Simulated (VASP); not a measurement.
Computed with r2SCAN meta-GGA, VASP's PBE PAW potentials (set 64) (plane waves; VASP 6.6.1).

The input files of a VASP run:

POSCAR:
```
Pt
1.0
 -1.5842200000   1.5842200000   1.5842200000
  1.5842200000  -1.5842200000   1.5842200000
  1.5842200000   1.5842200000  -1.5842200000
Pt
1
Cartesian
  0.0000000000   0.0000000000   0.0000000000
```

**INCAR**
```
LWAVE=.False.
ENCUT=400   # plane-wave cut-off (eV)
NSW=60
PREC=Accurate
EDIFF=1E-6
EDIFFG=-0.01   # ionic stop
IBRION=2
LMAXMIX=6   # l cut-off of mixed one-centre charges
LCHARG=.False.
SIGMA=0.1
SYSTEM=Pt
METAGGA=R2SCAN
LASPH=.True.
ISIF=3   # ions, shape and volume
LREAL=.False.
ALGO=Normal   # blocked Davidson
ISMEAR=1
NELM=100
LMIXTAU=.True.
```

KPOINTS:
```
Automatic
0
Gamma
 15 15 15
0 0 0
```

POTCAR, in this order: Pt (PBE.64 set). Program: vasp_std.

The run wrote:

File OUTCAR:
```
 ion  position               nearest neighbor table
   1  0.000  0.000  0.000-
  LATTYP: Found a body centered cubic cell.
 ALAT       =     3.1684400000
 Subroutine PRICEL returns:
 Original cell was already a primitive cell.
 Subroutine GETGRP returns: Found 48 space group operations
The static configuration has the point symmetry O_h .
The dynamic configuration has the point symmetry O_h .
 Subroutine INISYM returns: Found 48 space group operations
 Subroutine IBZKPT returns following result:
 Found    120 irreducible k-points:

 Following reciprocal coordinates:
            Coordinates               Weight
  0.000000  0.000000  0.000000      1.000000
  0.066667  0.000000  0.000000     12.000000
  0.133333  0.000000  0.000000     12.000000
  0.200000  0.000000  0.000000     12.000000
  0.266667  0.000000  0.000000     12.000000
  0.333333  0.000000  0.000000     12.000000
  0.400000  0.000000  0.000000     12.000000
  0.466667  0.000000  0.000000     12.000000
  0.066667  0.066667  0.000000     24.000000
  0.133333  0.066667 -0.000000     48.000000
...
```

**OSZICAR**
```
       N       E                     dE             d eps       ncg     rms          rms(c)
DAV:   1    -0.215432869825E+02   -0.21543E+02   -0.48034E+03  2480   0.838E+02
DAV:   2    -0.544477487674E+02   -0.32904E+02   -0.31285E+02  2313   0.162E+02
DAV:   3    -0.547407896443E+02   -0.29304E+00   -0.29004E+00  2455   0.152E+01
DAV:   4    -0.547418577586E+02   -0.10681E-02   -0.10681E-02  2328   0.101E+00
DAV:   5    -0.547418677536E+02   -0.99951E-05   -0.99945E-05  2398   0.933E-02    0.111E+01
DAV:   6    -0.509824613481E+02    0.37594E+01   -0.38533E+00  2180   0.164E+01    0.556E+00
DAV:   7    -0.512977177695E+02   -0.31526E+00   -0.60313E-01  2180   0.429E+00    0.404E+00
DAV:   8    -0.513882666758E+02   -0.90549E-01   -0.34487E-01  2192   0.372E+00    0.879E-01
DAV:   9    -0.514065411524E+02   -0.18274E-01   -0.39556E-02  2196   0.141E+00    0.221E-01
DAV:  10    -0.514115009625E+02   -0.49598E-02   -0.37808E-03  2205   0.436E-01    0.373E-02
DAV:  11    -0.514110115380E+02    0.48942E-03   -0.14575E-03  2240   0.234E-01    0.884E-02
DAV:  12    -0.514116706458E+02   -0.65911E-03   -0.52940E-04  2198   0.143E-01    0.749E-03
DAV:  13    -0.514116824422E+02   -0.11796E-04   -0.16475E-05  2252   0.314E-02    0.195E-03
DAV:  14    -0.514116828754E+02   -0.43326E-06   -0.23961E-06  1790   0.109E-02
   1 F= -.51411683E+02 E0= -.51411723E+02  d E =-.514117E+02
       N       E                     dE             d eps       ncg     rms          rms(c)
DAV:   1    -0.520073340799E+02   -0.59565E+00   -0.16728E+01  2176   0.438E+01    0.649E+00
DAV:   2    -0.513418383887E+02    0.66550E+00   -0.21163E+00  2176   0.120E+01    0.144E+00
DAV:   3    -0.513451293478E+02   -0.32910E-02   -0.10289E-01  2226   0.347E+00    0.130E+00
DAV:   4    -0.513590701419E+02   -0.13941E-01   -0.20305E-02  2597   0.903E-01    0.836E-01
DAV:   5    -0.513591627867E+02   -0.92645E-04   -0.27532E-03  2497   0.420E-01    0.163E-01
DAV:   6    -0.513613749429E+02   -0.22122E-02   -0.49105E-03  2193   0.579E-01    0.380E-02
DAV:   7    -0.513616235215E+02   -0.24858E-03   -0.16910E-04  2191   0.154E-01    0.303E-02
DAV:   8    -0.513616349018E+02   -0.11380E-04   -0.83765E-05  2265   0.794E-02    0.112E-02
DAV:   9    -0.513616432391E+02   -0.83373E-05   -0.72230E-06  2177   0.331E-02    0.239E-03
DAV:  10    -0.513616431285E+02    0.11060E-06   -0.81264E-08  1089   0.351E-03
   2 F= -.51361643E+02 E0= -.51361572E+02  d E =0.500397E-01
       N       E                     dE             d eps       ncg     rms          rms(c)
DAV:   1    -0.517757995372E+02   -0.41416E+00   -0.90173E+00  2171   0.319E+01    0.378E+00
DAV:   2    -0.513939421716E+02    0.38186E+00   -0.14379E+00  2171   0.923E+00    0.168E+00
DAV:   3    -0.514132422606E+02   -0.19300E-01   -0.48115E-02  2233   0.224E+00    0.144E+00
DAV:   4    -0.513994803220E+02    0.13762E-01   -0.15817E-01  2192   0.242E+00    0.607E-01
DAV:   5    -0.514194742464E+02   -0.19994E-01   -0.51001E-02  2160   0.154E+00    0.625E-02
DAV:   6    -0.514197490402E+02   -0.27479E-03   -0.61965E-04  2335   0.244E-01    0.252E-02
DAV:   7    -0.514197900622E+02   -0.41022E-04   -0.91778E-05  2199   0.123E-01    0.173E-02
DAV:   8    -0.514198255095E+02   -0.35447E-04   -0.48394E-05  2215   0.732E-02    0.462E-03
DAV:   9    -0.514198290174E+02   -0.35078E-05   -0.33014E-06  2161   0.136E-02    0.852E-04
DAV:  10    -0.514198290909E+02   -0.73501E-07   -0.67768E-08  1081   0.300E-03
   3 F= -.51419829E+02 E0= -.51419858E+02  d E =-.814622E-02
       N       E                     dE             d eps       ncg     rms          rms(c)
DAV:   1    -0.514198538635E+02   -0.24846E-04   -0.53520E-04  2176   0.244E-01    0.305E-02
DAV:   2    -0.514198321053E+02    0.21758E-04   -0.84394E-05  2170   0.718E-02    0.986E-03
DAV:   3    -0.514198334810E+02   -0.13756E-05   -0.25235E-06  2179   0.162E-02    0.906E-03
DAV:   4    -0.514198339395E+02   -0.45859E-06   -0.26843E-06  1088   0.103E-02
   4 F= -.51419834E+02 E0= -.51419863E+02  d E =-.815106E-02
```

### OUTCAR
```
------------------------ aborting loop because EDIFF is reached ----------------------------------------
  FORCE on cell =-STRESS in cart. coord.  units (eV):
  Direction    XX          YY          ZZ          XY          YZ          ZX
  --------------------------------------------------------------------------------------
  Total        0.0021839      0.0021839      0.0021839      0.0000000      0.0000000      0.0000000
  in kB        0.2256906      0.2256906      0.2256906      0.0000000      0.0000000      0.0000000
  external PRESSURE =       0.2256906 kB  Pullay stress =       0.0000000 kB
  volume of cell :       15.50
      direct lattice vectors                 reciprocal lattice vectors
    -1.570798758  1.570798758  1.570798758     0.000000000  0.318309394  0.318309394
     1.570798758 -1.570798758  1.570798758     0.318309394  0.000000000  0.318309394
     1.570798758  1.570798758 -1.570798758     0.318309394  0.318309394  0.000000000
 POSITION                                       TOTAL-FORCE (eV/Angst)
 -----------------------------------------------------------------------------------
      0.00000      0.00000      3.14160        -0.000000      0.000000     -0.000000
 -----------------------------------------------------------------------------------
    total drift:                                0.000000      0.000000     -0.000000
  FREE ENERGIE OF THE ION-ELECTRON SYSTEM (eV)
  ---------------------------------------------------
  free  energy   TOTEN  =       -51.4198339395 eV

  energy  without entropy=      -51.4199203170  energy(sigma->0) =      -51.41986273

 reached required accuracy - stopping structural energy minimisation
```
(Selected blocks of OUTCAR.)

CONTCAR:
```
Pt
   1.00000000000000
    -1.5707987580144924    1.5707987580144924    1.5707987580144924
     1.5707987580144924   -1.5707987580144924    1.5707987580144924
     1.5707987580144924    1.5707987580144924   -1.5707987580144924
  Pt
     1
Direct
     1.0000000000000000    1.0000000000000000    0.0000000000000000
```

Energy and stress use the plane-wave basis of the starting cell.

The structure comes from a computed database's Pt entry (Im-3m); how it stands against other phases isn't given here. This run relaxes it. Symmetry was kept, so distortions that lower it aren't found.
